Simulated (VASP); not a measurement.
# NbVTe4 (P-3m1) in VASP: relaxation of cell and atoms with PBE

Aim: the relaxation of cell and atoms of NbVTe4 with PBE.

Everything below comes from runs of VASP 6.6.1. Logs are shortened: lines on timing, memory, paths and dates and some standing lists are left out, and cuts for length are marked.

## Step 1: Starting point

Symmetry: P-3m1, No. 164, trigonal system. The conventional cell has a = 3.936 Å, b = 3.936 Å, c = 13.556 Å, α = 90.00°, β = 90.00°, γ = 120.00°. Nb (site symmetry -3m) has 6 Te at 2.82 Å as nearest neighbours. V (site symmetry -3m) is surrounded by 6 Te at 2.72 Å. Te (site symmetry 3m) is surrounded by 3 V at 2.72 Å. Te (site symmetry 3m) has 3 Nb at 2.82 Å as nearest neighbours.

The cell was built by a generator and needn't be a form met in nature.

## Step 2: Relaxation of cell and atoms, PBE, collinear spin, ferromagnetic start

Input file INCAR:

```
PREC = Normal
ENCUT = 520
EDIFF = 1E-4
ISMEAR = 0
SIGMA = 0.15
LREAL = False
LASPH = True
NELM = 60
ALGO = Fast
ISIF = 3
LWAVE = False
LCHARG = False
ISPIN = 2
MAGMOM = 0 2 0 0 0 0
LORBIT = 11
LMAXMIX = 4
GGA = PE
IBRION = 2
NSW = 24
EDIFFG = -0.08
```

Input file KPOINTS:

```
regular mesh
0
Gamma
  4 4 1
```

Input file POSCAR:

```
NbVTe4
1.0
    3.9363930200      0.0000000000      0.0000000000
   -1.9681965100      3.4090163500      0.0000000000
    0.0000000000      0.0000000000     13.5556211300
Nb V Te
1 1 4
Direct
    0.0000000000      0.0000000000      0.5000000000
    0.0000000000      0.0000000000      0.0000000000
    0.6666666700      0.3333333300      0.8897569800
    0.6666666700      0.3333333300      0.3766410100
    0.3333333300      0.6666666700      0.6233589900
    0.3333333300      0.6666666700      0.1102430200
```

Potentials or basis: VASP PAW PBE potentials, release 64 (Nb_sv, V_sv, Te).

On the command line:

```console
cat potpaw_PBE.64/Nb_sv/POTCAR potpaw_PBE.64/V_sv/POTCAR potpaw_PBE.64/Te/POTCAR > POTCAR
mpirun -np 1 vasp_std > vasp.out
```

OUTCAR:

```text
PREC = Normal
   ENCUT = 520
   EDIFF = 1E-4
   ISMEAR = 0
   LREAL = False
   LASPH = True
   NELM = 60
   ISIF = 3
   ISPIN = 2
   LORBIT = 11
   GGA = PE
   IBRION = 2
   NSW = 24
   EDIFFG = -0.08

 ion  position               nearest neighbor table
   1  0.000  0.000  0.500-   4 2.82   5 2.82   5 2.82   4 2.82   4 2.82   5 2.82
   2  0.000  0.000  0.000-   3 2.72   6 2.72   6 2.72   3 2.72   3 2.72   6 2.72
   3  0.667  0.333  0.890-   2 2.72   2 2.72   2 2.72
   4  0.667  0.333  0.377-   1 2.82   1 2.82   1 2.82
   5  0.333  0.667  0.623-   1 2.82   1 2.82   1 2.82
   6  0.333  0.667  0.110-   2 2.72   2 2.72   2 2.72

  LATTYP: Found a hexagonal cell.
 ALAT       =     3.9363930200
 C/A-ratio  =     3.4436655743

  Lattice vectors:

 A1 = (   3.9363930200,   0.0000000000,   0.0000000000)
 A2 = (  -1.9681965100,   3.4090163500,   0.0000000000)
 A3 = (   0.0000000000,   0.0000000000,  13.5556211300)

Analysis of symmetry for initial positions (statically):
=====================================================================
 Subroutine PRICEL returns:
 Original cell was already a primitive cell.

 Routine SETGRP: Setting up the symmetry group for a
 hexagonal supercell.

 Subroutine GETGRP returns: Found 12 space group operations
 (whereof 12 operations were pure point group operations)
 out of a pool of 24 trial point group operations.

The static configuration has the point symmetry D_3d.

Analysis of symmetry for dynamics (positions and initial velocities):
=====================================================================
 Subroutine PRICEL returns:
 Original cell was already a primitive cell.

 Routine SETGRP: Setting up the symmetry group for a
 hexagonal supercell.

 Subroutine GETGRP returns: Found 12 space group operations
 (whereof 12 operations were pure point group operations)
 out of a pool of 24 trial point group operations.

The dynamic configuration has the point symmetry D_3d.

Analysis of structural, dynamic, and magnetic symmetry:
=====================================================================
 Subroutine PRICEL returns:
 Original cell was already a primitive cell.

 Routine SETGRP: Setting up the symmetry group for a
 hexagonal supercell.

 Subroutine GETGRP returns: Found 12 space group operations
 (whereof 12 operations were pure point group operations)
 out of a pool of 24 trial point group operations.

The overall configuration has the point symmetry D_3d.

 Subroutine INISYM returns: Found 12 space group operations
 (whereof 12 operations are pure point group operations),
 and found     1 'primitive' translations

----------------------------------------------------------------------------------------

                                     Primitive cell

  volume of cell :     181.9060

  direct lattice vectors                    reciprocal lattice vectors
     3.936393020  0.000000000  0.000000000     0.254039674  0.146669874  0.000000000
    -1.968196510  3.409016350  0.000000000     0.000000000  0.293339749  0.000000000
     0.000000000  0.000000000 13.555621130     0.000000000  0.000000000  0.073770135

  length of vectors
     3.936393020  3.936393016 13.555621130     0.293339749  0.293339749  0.073770135

  position of ions in fractional coordinates (direct lattice)
     0.000000000  0.000000000  0.500000000
     0.000000000  0.000000000  0.000000000
     0.666666670  0.333333330  0.889756980
     0.666666670  0.333333330  0.376641010
     0.333333330  0.666666670  0.623358990
     0.333333330  0.666666670  0.110243020

  ion indices of the primitive-cell ions
   primitive index   ion index
                 1           1
                 2           2
                 3           3
                 4           4
                 5           5
[... 24 lines left out ...]
 ===========================================

 Found      4 irreducible k-points:

 Following reciprocal coordinates:
            Coordinates               Weight
  0.000000  0.000000  0.000000      1.000000
  0.250000  0.000000  0.000000      6.000000
  0.500000  0.000000  0.000000      3.000000
  0.250000  0.250000  0.000000      6.000000
   k-points           NKPTS =      4   k-points in BZ     NKDIM =      4   number of bands    NBANDS=     31
   number of dos      NEDOS =    301   number of ions     NIONS =      6
   total plane-waves  NPLWV =  46080
   dimension x,y,z NGX =    24 NGY =   24 NGZ =   80
   dimension x,y,z NGXF=    48 NGYF=   48 NGZF=  160
   ions per type =               1   1   4
   NGX,Y,Z   is equivalent  to a cutoff of  10.14, 10.14,  9.81 a.u.
   NGXF,Y,Z  is equivalent  to a cutoff of  20.27, 20.27, 19.62 a.u.
 SYSTEM =  unknown system
   PREC   = normal    normal or accurate (medium, high low for compatibility)
   ISTART =      0    job   : 0-new  1-cont  2-samecut
   ICHARG =      2    charge: 1-file 2-atom 10-const
   ISPIN  =      2    spin polarized calculation?
   LNONCOLLINEAR =      F non collinear calculations
   LSORBIT =      F    spin-orbit coupling
   LASPH  =      T    aspherical Exc in radial PAW
   ENCUT  =  520.0 eV  38.22 Ry    6.18 a.u.   7.32  7.32 25.20*2*pi/ulx,y,z
   NELM   =     60;   NELMIN=  2; NELMDL= -5     # of ELM steps
   EDIFF  = 0.1E-03   stopping-criterion for ELM
   LREAL  =      F    real-space projection
   EDIFFG = -.8E-01   stopping-criterion for IOM
   NSW    =     24    number of steps for IOM
   IBRION =      2    ionic relax: 0-MD 1-quasi-New 2-CG
   NFREE  =      1    steps in history (QN), initial steepest desc. (CG)
   ISIF   =      3    stress and relaxation
   ISYM   =      2    0-nonsym 1-usesym 2-fastsym
   POTIM  = 0.5000    time-step for ionic-motion
   TEBEG  =    0.0;   TEEND  =   0.0 temperature during run
   PSTRESS=    0.0 pullay stress
   NELECT =      50.0000    total number of electrons
   NUPDOWN=      -1.0000    fix difference up-down
   EMIN   =  10.00;   EMAX   =-10.00  energy-range for DOS
   EFERMI =   0.00;   METHOD = LEGACY
   ISMEAR =     0;   SIGMA  =   0.15  broadening in eV -4-tet -1-fermi 0-gaus
   EFERMI_NEDOS =   21; number of points for ismear=-14 and -15
   IALGO  =     68    algorithm
   IMIX   =      4    mixing-type and parameters
     AMIX     =   0.40;   BMIX     =  1.00
     AMIX_MAG =   1.60;   BMIX_MAG =  1.00
  volume/ion in A,a.u.               =      30.32       204.59
  Fermi-wavevector in a.u.,A,eV,Ry     =   1.064427  2.011475 15.415464  1.133005
  Thomas-Fermi vector in A             =   2.199945
   LORBIT       =     11    0 simple, 1 ext, 2 COOP (PROOUT), +10 PAW based schemes
   GGA     = PE    functional components
   LHFCALC =     F    Hartree Fock is set to
   AEXX    =    0.0000 exact exchange contribution
   IVDW    =     0    specifies the selected vdW correction
   LEPSILON=     F    determine dielectric tensor
   LRPA    =     F    only Hartree local field effects (RPA)
 conjugate gradient relaxation of ions
 spin polarized calculation
 RMM-DIIS sequential band-by-band and
 Gauss-broadening in eV      SIGMA  =   0.15
  energy-cutoff  :      520.00
  volume of cell :      181.91
 maximum number of plane-waves:      4953
   NGX = 15   NGY = 15   NGZ = 51

--------------------------------------- Ionic step        1  -------------------------------------------

 number of electron      50.0000005 magnetization       1.4914037

 Free energy of the ion-electron system (eV)
  ---------------------------------------------------
  ext. energy  EPLUGINS =         0.00000000
  ---------------------------------------------------
  free energy    TOTEN  =       -33.49837946 eV

  energy without entropy =      -33.42795634  energy(sigma->0) =      -33.46316790

------------------------ aborting loop because EDIFF is reached ----------------------------------------

  FORCE on cell =-STRESS in cart. coord.  units (eV):
  Direction    XX          YY          ZZ          XY          YZ          ZX
  --------------------------------------------------------------------------------------
  -------------------------------------------------------------------------------------
  Total       -3.1242221     -3.1242221      3.0100796      0.0000000     -0.0000000      0.0000000
  in kB      -27.5172813    -27.5172812     26.5119457      0.0000000     -0.0000000      0.0000000
  external PRESSURE =      -9.5075389 kB  Pullay stress =       0.0000000 kB
[... 101 lines left out ...]
  FREE ENERGIE OF THE ION-ELECTRON SYSTEM (eV)
  ---------------------------------------------------
  free  energy   TOTEN  =       -34.0800975161 eV

  energy  without entropy=      -34.0657145111  energy(sigma->0) =      -34.07290601

[... ionic steps 4 to 14 ...]

--------------------------------------- Ionic step       15  -------------------------------------------

 number of electron      49.9999975 magnetization       0.0318928

------------------------ aborting loop because EDIFF is reached ----------------------------------------
[... 75 lines left out ...]
--------------------------------------- Ionic step       17  -------------------------------------------

 number of electron      49.9999976 magnetization       0.0360760

 Free energy of the ion-electron system (eV)
  ---------------------------------------------------
  ext. energy  EPLUGINS =         0.00000000
  ---------------------------------------------------
  free energy    TOTEN  =       -34.10945259 eV

  energy without entropy =      -34.09260935  energy(sigma->0) =      -34.10103097

 E-fermi :   6.6839     XC(G=0):  -9.6793

 val. band max:        6.6489661233   @ k =   0.0000   0.0000   0.0000
 cond. band min:       6.7158814519   @ k =   0.0000   0.0000   0.0000
 fundamental gap:      0.0669153286
 Fermi energy:         6.6838588957

 spin component 1

 k-point     1 :       0.0000    0.0000    0.0000
  band No.  band energies     occupation
      1     -57.8296      1.00000
      2     -48.6263      1.00000
      3     -31.7020      1.00000
      4     -31.7020      1.00000
      5     -31.6039      1.00000
      6     -24.6747      1.00000
[... 125 lines left out ...]
     30       8.2309      0.00000
     31       8.7588      0.00000
 Fermi energy:         6.6838588957

 spin component 2

 k-point     1 :       0.0000    0.0000    0.0000
  band No.  band energies     occupation
      1     -57.7818      1.00000
      2     -48.6272      1.00000
      3     -31.6529      1.00000
      4     -31.6529      1.00000
      5     -31.5602      1.00000
      6     -24.6760      1.00000
[... 158 lines left out ...]
  FREE ENERGIE OF THE ION-ELECTRON SYSTEM (eV)
  ---------------------------------------------------
  free  energy   TOTEN  =       -34.1094525944 eV

  energy  without entropy=      -34.0926093474  energy(sigma->0) =      -34.10103097

 reached required accuracy - stopping structural energy minimisation

 total charge

# of ion       s       p       d       tot
------------------------------------------
    1        2.146   6.002   2.425  10.573
    2        2.219   6.167   3.022  11.408
    3        1.388   1.965   0.047   3.399
    4        1.387   1.979   0.052   3.417
    5        1.387   1.979   0.052   3.417
    6        1.388   1.965   0.047   3.399
--------------------------------------------------
tot          9.915  20.055   5.644  35.614

 magnetization (x)

# of ion       s       p       d       tot
------------------------------------------
    1       -0.000  -0.000  -0.001  -0.001
    2        0.001   0.000   0.048   0.048
    3       -0.000  -0.005   0.000  -0.005
    4       -0.000   0.000  -0.000   0.000
    5       -0.000   0.000  -0.000   0.000
    6       -0.000  -0.005   0.000  -0.005
--------------------------------------------------
tot          0.000  -0.010   0.047   0.038
```

Run time: 10 min. Hardware: 1 thread of AMD EPYC 7R43 (Zen 3), shared host; peak memory 0.23 GiB.

What came out:

| Quantity | Value |
| --- | --- |
| Free energy | -34.1095 eV |
| Relaxed volume | 27.91 Å³/atom |
| Relaxed cell | a = 3.610 Å, b = 3.610 Å, c = 14.835 Å, α = 90.00°, β = 90.00°, γ = 120.00° |
| Space group after relaxing (to 0.05 Å) | P-3m1 (No. 164) |
| Energy gained by relaxing | 101.8 meV/atom |
| Ionic steps | 17 |
| Pressure after relaxing | -0.1 GPa |
| Largest force after relaxing | 0.075 eV/Å |
| Band gap on the k mesh | none (metal or under the smearing width) |
| Net moment | 0.04 μB per cell |
| Site moments | Nb -0.00; V +0.05; Te -0.01, +0.00 μB |
| Valence electrons inside the program's atomic spheres | Nb 10.57; V 11.41; Te 3.40, 3.42 |

Forces on the atoms (eV/Å):
```
Nb   0.000  0.000  0.000
V    0.000  0.000  0.000
Te   0.000  0.000  0.075
Te   0.000  0.000 -0.006
Te   0.000  0.000  0.006
Te   0.000  0.000 -0.075
```

Stress tensor (GPa, compression positive):
```
-0.24  0.00  0.00
 0.00 -0.24  0.00
 0.00  0.00  0.07
```

Step by step:
```
step  energy change (eV)  largest force (eV/Å)  pressure (GPa)  volume (Å³)
   1              0.0000                0.6595           -0.95       181.91
   2             -0.2729                0.5970           -0.58       177.07
   3             -0.5817                0.4837           -0.25       164.64
   4             -0.5809                0.3251           -0.48       166.68
   5             -0.5856                0.3986           -0.60       165.74
   6             -0.5855                0.4276           -0.36       165.40
   7             -0.5942                0.1197            0.96       162.61
   8             -0.5966                0.1520            0.55       163.46
   9             -0.6043                0.1313            0.01       165.49
  10             -0.6043                0.1281           -0.13       165.50
  11             -0.6054                0.0988            0.21       165.62
  12             -0.6056                0.1143            0.36       165.59
  13             -0.6062                0.1116            0.12       166.03
  14             -0.6065                0.1113            0.29       166.32
  15             -0.6067                0.1170           -0.04       166.90
  16             -0.6080                0.1076            0.08       167.04
  17             -0.6111                0.0753           -0.14       167.45
```

Final structure:
```yaml
crystal:
  lattice:
    - [3.61017, 0.00000, 0.00000]
    - [-1.80508, 3.12650, 0.00000]
    - [0.00000, 0.00000, 14.83497]
  atoms:
    - { symbol: Nb, position: [0.00000, 0.00000, 0.50000] }
    - { symbol: V, position: [0.00000, 0.00000, 0.00000] }
    - { symbol: Te, position: [0.66667, 0.33333, 0.88325] }
    - { symbol: Te, position: [0.66667, 0.33333, 0.37342] }
    - { symbol: Te, position: [0.33333, 0.66667, 0.62658] }
    - { symbol: Te, position: [0.33333, 0.66667, 0.11675] }
```

Caveat: the k mesh is coarse (spacing up to 0.46 Å⁻¹), so the values aren't converged; this functional lacks dispersion, which binds the layers, so the pressure and a relaxed spacing across them are unreliable; the relaxation stopped at a loose force limit of 0.08 eV/Å, so its end isn't a converged minimum.
